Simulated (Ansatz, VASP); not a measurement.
# Cross-check of MoH (zigzag Mo-H chain) between VASP and Ansatz, part 2 of 2

One calculation is typed for both programs; each brings its own data sets. How far apart do they land? Of the first pair: The structure shown is the start of the Ansatz relaxation below; VASP solves that cell, so the two are compared at the walk's first step.

VASP 6.6.1 and Ansatz 0.2.0.

So far: Set-up; Ansatz: relaxation, PBE; VASP: single point, PBE, start cell, pair 1.

## Step 4: Comparison

Known differences besides the potentials themselves: VASP starts from the moments at which Ansatz ended; the cutoff is 420 eV in Ansatz and 400 eV in VASP. Total energies have different zeros and are not compared.

Forces (eV/Å; atoms numbered as in POSCAR):

| atom | Ansatz x, y, z | VASP x, y, z |
| --- | --- | --- |
| Mo1 | -0.470, 0.000, 0.000 | -0.480, 0.000, 0.000 |
| H2 | 0.469, 0.000, 0.000 | 0.480, 0.000, 0.000 |

The forces differ by 6.2 meV/Å r.m.s., which is 2.2 % of the r.m.s. force of 0.277 eV/Å (both taken over all components). Moments aren't recorded for both runs of this pair, so they may hold unlike magnetic states.

## Step 5: Ansatz: relaxation, PBE

This run makes the geometry at which the two programs are then compared. The cell compared in this pair holds 225.56 Å³, against 213.90 Å³ for the pair before.

The structure compared here is the end of the Ansatz relaxation.

Input file input.yaml:

```yaml
crystal:
  lattice:
    - [9.0, 0.0, 0.0]
    - [0.0, 7.5, 0.0]
    - [0.0, 0.0, 3.1688989108]
  atoms:
    - { symbol: Mo, position: [0.453196293, 0.5, 0.0], spin: 3.0 }
    - { symbol: H, position: [0.546803707, 0.5, 0.5] }
magnetization:
  spin_polarized: true
kpoints:
  mp_grid: { grid: [1, 1, 26] }
scf:
  occupations: { method: fermi_dirac, width: 0.05 }
hamiltonian:
  xc: pbe
relax:
  cell: { fix: [a, b, alpha, beta, gamma] }
  max_steps: 60
```

Launch:

```bash
$ ansatz run input.yaml --threads 4 --pin off --max-ram 8192MiB --backend cpu --events-out ev --progress --plain --runs-dir out
```

Numbers of over 12 decimals in the logs are rounded to 6 here.

The log of the run:

```text
[...]
Crystal: 2 atoms, lattice volume = 213.901 Å³
Basis set: ecut = 420 eV, 4217 PW (Γ), exchange–correlation on 128×108×48 points (8 copies of the dense FFT grid, shifted against one another)
Bands: 13, of which v1, the nominal top of the filled ones, is band 8 counted from 1 (7 counted from 0)
Symmetry: 4 space group operations
[...]
0.000000      -0.123306       0.000000
        0.000000       0.000000       0.016652
  P = ⅓ Tr σ = -0.0446 GPa (-0.446 kbar)
--- Relaxed structure (5 steps of the walk, 5 accepted, 1 SCFs on fresh bases) ---
[...]
cell:  # Å, volume = 225.5630 Å³
    - [9.0, 0.0, 0.0]
    - [0.0, 7.5, 0.0]
    - [0.0, 0.0, 3.341674]
  atoms:
    - { symbol: Mo, position: [0.455035, 0.5, 0.0] }
    - { symbol: H, position: [0.544965, 0.5, 0.5] }
[key lines of the parts left out:]
SCF converged after 12 iterations
Magnetization: 5.0000 μB (10.0000 up, 5.0000 down)
Free energy (F): -4967.095107 eV
Fermi energy:    -1.709682 eV
```

## Step 6: VASP: single point, PBE, relaxed cell, pair 2

The same cell, functional, mesh and smearing now go to VASP, with its own data sets.

Input file INCAR:

```
SYSTEM = MoH
PREC = Accurate
ENCUT = 500
EDIFF = 1E-06
NELM = 200
ISMEAR = -1
SIGMA = 0.05
LREAL = .FALSE.
ALGO = Normal
GGA = PE
NBANDS = 16
ISPIN = 2
MAGMOM = 1.86 0.02
LASPH = .TRUE.
LMAXMIX = 4
LORBIT = 11
LWAVE = .FALSE.
LCHARG = .FALSE.
ISIF = 2
GGA_COMPAT = .FALSE.
```

Input file POSCAR:

```
MoH
1.0
    9.0000000000      0.0000000000      0.0000000000
    0.0000000000      7.5000000000      0.0000000000
    0.0000000000      0.0000000000      3.3416743655
Mo H
1 1
Direct
    0.4550349474      0.5000000000      0.0000000000
    0.5449650526      0.5000000000      0.5000000000
```

Input file KPOINTS:

```
Automatic mesh
0
Gamma
1 1 26
0 0 0
```

PAW data sets: Mo_sv and H (PBE family, release 64).

Launch:

```bash
$ mpirun -np 1 vasp_std
```

The log of the run:

```text
[... set-up lines as in an earlier step ...]
 entering main loop
       N       E                     dE             d eps       ncg     rms          rms(c)
DAV:   1     0.306390762304E+02    0.30639E+02   -0.78676E+03  1336   0.622E+02
DAV:   2    -0.610893248602E+01   -0.36748E+02   -0.33099E+02  1208   0.131E+02
DAV:   3    -0.883827386960E+01   -0.27293E+01   -0.23749E+01  1000   0.219E+01
DAV:   4    -0.889572430257E+01   -0.57450E-01   -0.56094E-01  1224   0.302E+00
[...]
DAV:  24    -0.953888435296E+01   -0.40712E-05   -0.81706E-08  1000   0.135E-03    0.260E-04
DAV:  25    -0.953888744683E+01   -0.30939E-05   -0.47216E-08   824   0.848E-04    0.159E-04
DAV:  26    -0.953888785154E+01   -0.40470E-06   -0.11089E-08   912   0.529E-04
   1 F= -.95388879E+01 E0= -.95388869E+01  d E =-.180917E-05  mag=     5.0000
```

OUTCAR, selected parts (step 6):

```text
  Total       -0.0546965     -0.1957960      0.0319929      0.0000000      0.0000000      0.0000000
  in kB       -0.3885103     -1.3907418      0.2272461      0.0000000      0.0000000      0.0000000
  external PRESSURE =      -0.5173353 kB  Pullay stress =       0.0000000 kB

 POSITION                                       TOTAL-FORCE (eV/Angst)
 -----------------------------------------------------------------------------------
      4.09531      3.75000      0.00000        -0.005476      0.000000      0.000000
      4.90469      3.75000      1.67084         0.005476      0.000000      0.000000
 -----------------------------------------------------------------------------------
    total drift:                               -0.000369     -0.000000     -0.000000

  FREE ENERGIE OF THE ION-ELECTRON SYSTEM (eV)
  ---------------------------------------------------
  free  energy   TOTEN  =        -9.5388878515 eV

  energy  without entropy=       -9.5388860424  energy(sigma->0) =       -9.53888695

 magnetization (x)
# of ion       s       p       d       tot
------------------------------------------
    1        0.143   0.037   3.580   3.761
    2       -0.038   0.010   0.000  -0.028
--------------------------------------------------
tot          0.105   0.047   3.580   3.733

[... 1 part as in an earlier step ...]

[... 2 further parts left out ...]
[key lines of the parts left out:]
E-fermi :  -2.3118
```

## Step 7: Differences

What differs besides the data sets and the points named for the pairs above, as far as they apply: the cutoff is 420 eV in Ansatz and 500 eV in VASP; Ansatz's pressure holds a Pulay correction, VASP's none; site moments are counted in spheres of each program's own size. Total energies have different zeros and are not compared.

Compared:

| quantity | Ansatz | VASP | difference |
| --- | --- | --- | --- |
| pressure (GPa) | -0.04 | -0.05 | +0.01 |
| total moment (μB) | 5.00 | 5.00 | 0.00 |
| moment on Mo1 (μB) | 1.86 | 3.76 | -1.91 |

At this near-relaxed geometry the largest component of a force difference is 7 meV/Å. The total moments and the pattern agree; the site moments differ because the programs count them in spheres of different size.

## Step 8: Results

| Item | Value |
| --- | --- |
| r.m.s. force difference (single point, PBE, start cell, pair 1) | 2.2 % of the r.m.s. force |
| difference in total moment (single point, PBE, relaxed cell, pair 2) | 0 μB |

The r.m.s. force difference is 2.2 % of the r.m.s. force (single point, PBE, start cell, pair 1), within the 3 % picked in this series as the mark of a large difference. Such differences can come from data sets, numerical settings and the points named under the comparisons, not from the functional's error against experiment.

[Lines on the potential files, build, host, timing and source positions are cut from VASP's logs without a mark.]

[Logs are printed without paths, hosts, clocks, repeated set-up lines and the standing remarks that a program may print on its own settings, such as how far it seeks lower states.]

[Hosts, paths, dates, database ids (printed as entryN), source tags and the programs' standing remarks are cut or masked in the printed files.]
